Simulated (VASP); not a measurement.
Output of a VASP run:

### OSZICAR
```
       N       E                     dE             d eps       ncg     rms          rms(c)
DAV:   1    -0.308880181473E+03   -0.30888E+03   -0.22328E+01   322   0.126E+01    0.140E+01
DAV:   2    -0.309017317037E+03   -0.13714E+00   -0.58108E-01   355   0.115E+00    0.928E+00
DAV:   3    -0.308964840102E+03    0.52477E-01   -0.31200E-02   363   0.310E-01    0.545E+00
DAV:   4    -0.308944925071E+03    0.19915E-01   -0.13733E-02   371   0.194E-01    0.310E+00
DAV:   5    -0.308938639110E+03    0.62860E-02   -0.42400E-03   371   0.104E-01    0.174E+00
DAV:   6    -0.308936474707E+03    0.21644E-02   -0.93897E-04   363   0.551E-02    0.971E-01
DAV:   7    -0.308935721948E+03    0.75276E-03   -0.27920E-04   340   0.328E-02    0.535E-01
DAV:   8    -0.308935480116E+03    0.24183E-03   -0.10455E-04   348   0.206E-02    0.291E-01
DAV:   9    -0.308935410965E+03    0.69151E-04   -0.34990E-05   276   0.123E-02    0.157E-01
DAV:  10    -0.308935395396E+03    0.15569E-04   -0.12461E-05   196   0.776E-03    0.857E-02
DAV:  11    -0.308935394824E+03    0.57237E-06   -0.50242E-06   188   0.477E-03
   1 F= -.30893539E+03 E0= -.30893539E+03  d E =-.496064E-12
```

OUTCAR:
```
------------------------ aborting loop because EDIFF is reached ----------------------------------------
  volume of cell :     1529.70
      direct lattice vectors                 reciprocal lattice vectors
    11.522210421  0.000000000  0.000000000     0.086788903  0.000000000  0.000000000
     0.000000000 11.522210421  0.000000000     0.000000000  0.086788903  0.000000000
     0.000000000  0.000000000 11.522210421     0.000000000  0.000000000  0.086788903
  FREE ENERGIE OF THE ION-ELECTRON SYSTEM (eV)
  ---------------------------------------------------
  free  energy   TOTEN  =      -308.9353948241 eV

  energy  without entropy=     -308.9353948241  energy(sigma->0) =     -308.93539482

  exchange ACFDT corr.  =         0.00000000  see jH, gK, PRB 81, 115126
```
(Selected blocks of OUTCAR.)

POSCAR:
```
Ga32As31Si
1
   11.5222104212     0.0000000000     0.0000000000
    0.0000000000    11.5222104212     0.0000000000
    0.0000000000     0.0000000000    11.5222104212
Ga As Si
32 31 1
Direct
  0.5009255829   0.0004566887   0.0007332395
  0.7500649427   0.2498434173   0.0012546708
  0.7501282728   0.0010225829   0.2497828123
  0.9998043599   0.0001414091   0.0001930899
  0.2507247064   0.2509607666   0.0008299862
  0.4997817275   0.4999456630   0.0012840213
  0.7491301032   0.7494550143   0.0006683049
  0.2500807704   0.0000280318   0.2506389719
  0.5045814120   0.2542439549   0.2558146399
  0.7450560947   0.4951053598   0.2551490044
  0.4998812237   0.0005604785   0.5004219009
  0.7461685525   0.2541600263   0.4965514288
  0.7492461462   0.0001032901   0.7499346361
  0.9994568430   0.4991173598   0.0007066172
  0.2501843782   0.7497589380   0.0001805112
  0.9989221578   0.2498573146   0.2498628499
  0.2511949362   0.5000830385   0.2498152764
  0.4998370640   0.7487675494   0.2500111253
  0.9996129734   0.0002196188   0.4991510397
  0.2504943913   0.2497473380   0.5002875954
  0.5039979362   0.4954421800   0.4967413573
  0.7502240372   0.7489920537   0.5001262831
  0.2502100417   0.0000920717   0.7498678634
  0.4998737059   0.2496058625   0.7494816600
  0.7501778684   0.5002911098   0.7493506755
  0.9995732686   0.7494922917   0.2508545151
  0.9991568684   0.5003207349   0.5000971316
  0.2505234466   0.7494683167   0.4990608557
  0.9998729745   0.2507390990   0.7501547616
  0.2499942599   0.4993674583   0.7501033314
  0.5008240318   0.7496980847   0.7500305033
  0.9998552524   0.7498189883   0.7498296777
  0.6241330256   0.1254815781   0.1256427664
  0.8744648241   0.3757496967   0.1255392488
  0.8747702351   0.1252461594   0.3758019051
  0.1250384229   0.1251020285   0.1250019090
  0.3756339739   0.3739625573   0.1257810574
  0.6257474981   0.6245122128   0.1254806561
  0.8749963158   0.8749309083   0.1250746744
  0.3749269293   0.1248648785   0.3745526123
  0.8746661147   0.6246707557   0.3742187486
  0.6257620049   0.1250056476   0.6250575317
  0.8751723055   0.3743970131   0.6251873688
  0.8749046450   0.1250322200   0.8750759204
  0.1249682726   0.6249182826   0.1250919385
  0.3750953403   0.8749730143   0.1250743181
  0.1249853109   0.3750798325   0.3748989515
  0.3754018509   0.6244977269   0.3759595418
  0.6250290553   0.8749502352   0.3749619248
  0.1247829450   0.1248823788   0.6251139931
  0.3748176657   0.3754986509   0.6252807514
  0.6242642270   0.6249491934   0.6250506990
  0.8749692840   0.8750890766   0.6249862403
  0.3749794542   0.1249554907   0.8753069252
  0.6249966346   0.3750074453   0.8751972965
  0.8750585516   0.6250222289   0.8752399787
  0.1249614037   0.8748925013   0.3751171156
  0.1251294867   0.6250686443   0.6249868538
  0.3749476617   0.8747713719   0.6251089863
  0.1250374342   0.3749922260   0.8754384634
  0.3750564721   0.6249125360   0.8750996625
  0.6249961891   0.8750317875   0.8753183548
  0.1250113116   0.8750255466   0.8749896678
  0.6249498233   0.3747690826   0.3766756000
```

Problem. Reconstruct the remaining input files.

Solution. This is not unique; one that fits is the input of the run itself, HSE06 screened hybrid, plane waves, VASP's PBE PAW potentials (set 64).

### KPOINTS
```
Automatic mesh
0
Gamma
1 1 1
0 0 0
```

**INCAR**
```
! general
SYSTEM  =Ga32As31Si
PREC    =Normal
ENCUT   =400   ! plane-wave cut-off (eV)
LREAL   =Auto   ! projection in real space or not
LASPH   =.TRUE.   ! aspherical one-centre terms
ISYM    =0
NELECT  =256.0

! electronic loop
EDIFF   =1E-5
NELM    =50   ! most electronic steps
NELMIN  =4
ALGO    =Normal   ! blocked Davidson
LMAXMIX =4   ! l cut-off of mixed one-centre charges

! smearing
ISMEAR  =0
SIGMA   =0.05   ! width (eV)

! functional
GGA     =PE   ! PBE
LHFCALC =.TRUE.
AEXX    =0.25
HFSCREEN=0.2   ! 1/Angstrom
PRECFOCK=Fast

! ions
ISIF    =0

! output
LWAVE   =.FALSE.
LCHARG  =.FALSE.
```

POTCAR, in this order: Ga As Si (PBE.64 set). Program: vasp_gam. Read from the step before: WAVECAR.

The cell is charged, with a uniform compensating background. The supercell is sampled at Γ alone, which is coarse: total energies, pressure and levels can be off, energies of defects by several tenths of an eV.

The cell is a supercell with a defect, built from GaAs (zinc blende): Si_As, charge -1. The cell's shape comes from a PBE relaxation. The run is not spin-polarised, so no state with unpaired spins was tried.
